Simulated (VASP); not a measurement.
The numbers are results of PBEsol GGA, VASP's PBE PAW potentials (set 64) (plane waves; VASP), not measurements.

VASP ran on this input.

POSCAR:
```
Cu3Pd
1
    0.0527505751     3.7263525954     3.5320167608
    3.7263525954     0.0527505751     3.5320167608
    1.8895515853     1.8895515853     0.0000000000
Pd Cu
1 3
Direct
  0.0000000000   0.0000000000   0.0000000000
  0.0000000000   0.5000000000   0.0000000000
  0.5000000000   0.0000000000   0.0000000000
  0.5000000000   0.5000000000   1.0000000000
```

**KPOINTS**
```
k-points along high-symmetry lines
8
Line-mode
Reciprocal
  0.000000   0.000000   0.000000 ! GAMMA
 -0.500000  -0.500000   0.000000 ! Y

 -0.500000  -0.500000   0.000000 ! Y
 -0.625000  -0.375000   0.000000 ! C_0

 -0.375000   0.375000   0.000000 ! SIGMA_0
  0.000000   0.000000   0.000000 ! GAMMA

  0.000000   0.000000   0.000000 ! GAMMA
  0.500000   0.500000   0.500000 ! Z

  0.500000   0.500000   0.500000 ! Z
  0.125000   0.875000   0.500000 ! A_0

 -0.125000   0.125000   0.500000 ! E_0
  0.000000   0.000000   0.500000 ! T

  0.000000   0.000000   0.500000 ! T
 -0.500000  -0.500000   0.000000 ! Y

  0.000000   0.000000   0.000000 ! GAMMA
 -0.500000   0.000000   0.000000 ! S

 -0.500000   0.000000   0.000000 ! S
  0.000000   0.500000   0.500000 ! R

  0.000000   0.500000   0.500000 ! R
  0.500000   0.500000   0.500000 ! Z

  0.500000   0.500000   0.500000 ! Z
  0.000000   0.000000   0.500000 ! T
```

INCAR:
```
PREC = Accurate
LWAVE = .FALSE.
GGA = PS
LASPH = .TRUE.   # aspherical one-centre terms
LORBIT = 11   # lm-projected
ISMEAR = 0   # Gaussian
EDIFF = 1E-7   # SCF stop (eV)
NELM = 100   # most electronic steps
ENCUT = 400
ICHARG = 11   # fixed density
SIGMA = 0.05   # width (eV)
ALGO = Normal   # blocked Davidson
LCHARG = .FALSE.
LREAL = .FALSE.   # projection in real space or not
SYSTEM = Cu3Pd
LMAXMIX = 4
```

POTCAR, in this order: Pd Cu (PBE.64 set). Program: vasp_std. Read from the step before: CHGCAR.

The run wrote:

**OUTCAR**
```
 ion  position               nearest neighbor table
   1  0.000  0.000  0.000-   2 2.57   3 2.57   2 2.57   3 2.57   2 2.57   2 2.57   3 2.57   3 2.57
                             4 2.60   4 2.60
   2  0.000  0.500  0.000-   1 2.57   4 2.57   1 2.57   4 2.57   1 2.57   1 2.57   4 2.57   4 2.57
                             3 2.60   3 2.60
   3  0.500  0.000  0.000-   1 2.57   4 2.57   4 2.57   1 2.57   4 2.57   1 2.57   1 2.57   4 2.57
                             2 2.60   2 2.60
   4  0.500  0.500  0.000-   2 2.57   3 2.57   3 2.57   2 2.57   3 2.57   2 2.57   2 2.57   3 2.57
                             1 2.60   1 2.60
  LATTYP: Found a base centered orthorhombic cell.
 ALAT       =     5.1952577999
 B/A-ratio  =     1.3597079863
 C/A-ratio  =     0.5143593603
 Subroutine PRICEL returns:
 Original cell was already a primitive cell.
 Subroutine GETGRP returns: Found  8 space group operations
The static configuration has the point symmetry D_2h.
The dynamic configuration has the point symmetry D_2h.
 Subroutine INISYM returns: Found  8 space group operations
   k-points           NKPTS =     88   k-points in BZ     NKDIM =     88   number of bands    NBANDS=     25
   number of dos      NEDOS =    301   number of ions     NIONS =      4
   total plane-waves  NPLWV =  23328
   dimension x,y,z NGX =    36 NGY =   36 NGZ =   18
   dimension x,y,z NGXF=    72 NGYF=   72 NGZF=   36
   ions per type =               1   3
   PREC   = accura    normal or accurate (medium, high low for compatibility)
   ISTART =      0    job   : 0-new  1-cont  2-samecut
   ICHARG =     11    charge: 1-file 2-atom 10-const
   ISPIN  =      1    spin polarized calculation?
   LNONCOLLINEAR =      F non collinear calculations
   LSORBIT =      F    spin-orbit coupling
   INIWAV =      1    electr: 0-lowe 1-rand  2-diag
   ENCUT  =  400.0 eV  29.40 Ry    5.42 a.u.   8.37  8.37  4.36*2*pi/ulx,y,z
   NELM   =    100;   NELMIN=  2; NELMDL= -5     # of ELM steps
   EDIFF  = 0.1E-06   stopping-criterion for ELM
   LREAL  =      F    real-space projection
   NLSPLINE    = F    spline interpolate recip. space projectors
   LMAXMIX     =    4 max onsite mixed and CHGCAR
   VOSKOWN=      0    Vosko Wilk Nusair interpolation
   EDIFFG = 0.1E-05   stopping-criterion for IOM
   NSW    =      0    number of steps for IOM
   NBLOCK =      1;   KBLOCK =      1    inner block; outer block
   IBRION =     -1    ionic relax: 0-MD 1-quasi-New 2-CG
   NFREE  =      0    steps in history (QN), initial steepest desc. (CG)
   ISIF   =      2    stress and relaxation
   ISYM   =      2    0-nonsym 1-usesym 2-fastsym
   TEIN   =    0.0    initial temperature
   TEBEG  =    0.0;   TEEND  =   0.0 temperature during run
   SMASS  =  -3.00    Nose mass-parameter (am)
   PSTRESS=    0.0 pullay stress
   NELECT =      43.0000    total number of electrons
   EFERMI =   0.00;   METHOD = LEGACY
   ISMEAR =     0;   SIGMA  =   0.05  broadening in eV -4-tet -1-fermi 0-gaus
   IALGO  =     38    algorithm
   LDIAG  =      T    sub-space diagonalisation (order eigenvalues)
   IMIX   =      4    mixing-type and parameters
     AMIX     =   0.40;   BMIX     =  1.00
     AMIX_MAG =   1.60;   BMIX_MAG =  1.00
     AMIN     =   0.10
   GGA     = PS    functional components
   VOSKOWN =     0    Vosko Wilk Nusair interpolation
   LHFCALC =     F    Hartree Fock is set to
   LHFONE  =     F    Hartree Fock one center treatment
   AEXX    =    0.0000 exact exchange contribution
   IVDW    =     0    specifies the selected vdW correction
   LEPSILON=     F    determine dielectric tensor
   LRPA    =     F    only Hartree local field effects (RPA)
  energy-cutoff  :      400.00
  volume of cell :       49.03
      direct lattice vectors                 reciprocal lattice vectors
     0.052750575  3.726352595  3.532016761    -0.136106197  0.136106197  0.141562182
     3.726352595  0.052750575  3.532016761     0.136106197 -0.136106197  0.141562182
     1.889551585  1.889551585  0.000000000     0.264613046  0.264613046 -0.283124364
 k-point     1 :   0.0000 0.0000 0.0000  plane waves:     895
 k-point     2 :  -0.0714-0.0714 0.0000  plane waves:     901
...
```

**OSZICAR**
```
       N       E                     dE             d eps       ncg     rms          rms(c)
DAV:   1     0.301819963848E+03    0.30182E+03   -0.16976E+04  4520   0.234E+03
DAV:   2     0.759473695637E+01   -0.29423E+03   -0.28718E+03  4480   0.414E+02
DAV:   3    -0.168177776122E+02   -0.24413E+02   -0.23519E+02  5224   0.158E+02
DAV:   4    -0.174431188949E+02   -0.62534E+00   -0.62260E+00  6030   0.273E+01
DAV:   5    -0.174550337792E+02   -0.11915E-01   -0.11913E-01  6629   0.295E+00
DAV:   6    -0.174553020224E+02   -0.26824E-03   -0.26824E-03  6340   0.419E-01
DAV:   7    -0.174553063812E+02   -0.43588E-05   -0.43585E-05  6733   0.581E-02
DAV:   8    -0.174553064665E+02   -0.85301E-07   -0.86511E-07  5114   0.859E-03
   1 F= -.17455306E+02 E0= -.17453435E+02  d E =-.374276E-02
```

**OUTCAR**
```
 val. band max:        8.1053405271   @ k =   0.0000   0.0000   0.5000

 cond. band min:       8.1267416927   @ k =   0.0000   0.0000   0.0000



 k-point     1 :       0.0000    0.0000    0.0000
  band No.  band energies     occupation
      1      -0.5910      2.00000
      2       2.8114      2.00000
      3       2.9714      2.00000
      4       3.2021      2.00000
      5       3.9658      2.00000
      6       5.0883      2.00000
      7       5.1304      2.00000
      8       5.3566      2.00000
      9       5.4612      2.00000
     10       5.5760      2.00000
     11       5.6665      2.00000
     12       5.6949      2.00000
     13       6.2608      2.00000
     14       6.5647      2.00000
     15       6.8894      2.00000
     16       6.9077      2.00000
     17       6.9567      2.00000
     18       7.4175      2.00000
     19       7.4180      2.00000
     20       7.6977      2.00000
     21       7.7678      2.00000
     22       7.8986      2.00000
     23       8.1267      0.78374
     24      11.1741      0.00000
     25      13.5243      0.00000

 k-point     2 :      -0.0714   -0.0714    0.0000
  band No.  band energies     occupation
      1      -0.5230      2.00000
      2       2.8452      2.00000
      3       2.9893      2.00000
      4       3.2092      2.00000
      5       3.9838      2.00000
      6       5.1142      2.00000
      7       5.1532      2.00000
      8       5.3718      2.00000
      9       5.4765      2.00000
     10       5.5496      2.00000
     11       5.6436      2.00000
     12       5.6786      2.00000
     13       6.2693      2.00000
     14       6.5400      2.00000
     15       6.7899      2.00000
     16       6.8753      2.00000
     17       6.9325      2.00000
     18       7.0049      2.00000
     19       7.3776      2.00000
     20       7.6719      2.00000
     21       7.8540      2.00000
     22       8.1552      0.28061
     23       8.1596      0.22917
     24      10.7816      0.00000
...
```

The density is held fixed in this step, so its total energy and stress have no physical meaning.

The structure was generated: Cu3Pd was put into an ordered model structure (Cmmm), which need not be its known phase. It was relaxed first. The electron count is odd and the run is not spin-polarised, which forces a metal.
